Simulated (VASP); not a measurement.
Input:

```xyz
2
Lattice="1.6480 0.9514 3.8248 -1.6480 0.9514 3.8248 0.0000 -1.9029 3.8248" Properties=species:S:1:pos:R:3 pbc="T T T"
Ga     0.0000     0.0000     2.8686
Ga     0.0000     0.0000     8.6058
```

These are PBEsol GGA, VASP's PBE PAW potentials (set 64) (plane waves; VASP) values and carry that method's errors. Settings: 400 eV cut-off, 15×15×15 Γ-centred mesh, tetrahedra with Blöchl corrections, potentials Ga_d.

### Question
Tabulate the total density of states (states/eV per cell) against energy (eV; zero at the valence-band maximum or, without a gap, the Fermi level).

### Answer

(E (eV), DOS (states/eV)): (-9.98, 0.29); (-9.62, 0.32); (-9.26, 0.35); (-8.90, 0.39); (-8.66, 0.38); (-8.30, 0.43); (-7.94, 0.44); (-7.58, 0.48); (-7.22, 0.50); (-6.86, 0.57); (-6.50, 0.56); (-6.14, 0.65); (-5.90, 0.60); (-5.54, 0.60); (-5.18, 0.57); (-4.82, 0.52); (-4.46, 0.57); (-4.10, 0.61); (-3.74, 0.58); (-3.38, 0.62); (-3.14, 0.65); (-2.78, 0.70); (-2.42, 0.64); (-2.06, 0.68); (-1.70, 0.82); (-1.34, 0.82); (-0.98, 0.77); (-0.62, 0.69); (-0.38, 0.70); (-0.02, 0.67); (0.34, 0.83); (0.70, 0.74); (1.06, 0.73); (1.42, 0.90); (1.78, 1.07); (2.14, 0.93); (2.38, 0.95); (2.74, 0.90); (3.10, 0.93); (3.46, 0.91)
Within 2 eV below the Fermi level the largest weight inside VASP's projection spheres is Ga p, then Ga s.

The structure was generated: Ga was put into the A7 type (R-3m), which need not be its known phase. It was relaxed first, which changed the volume by +9 %.
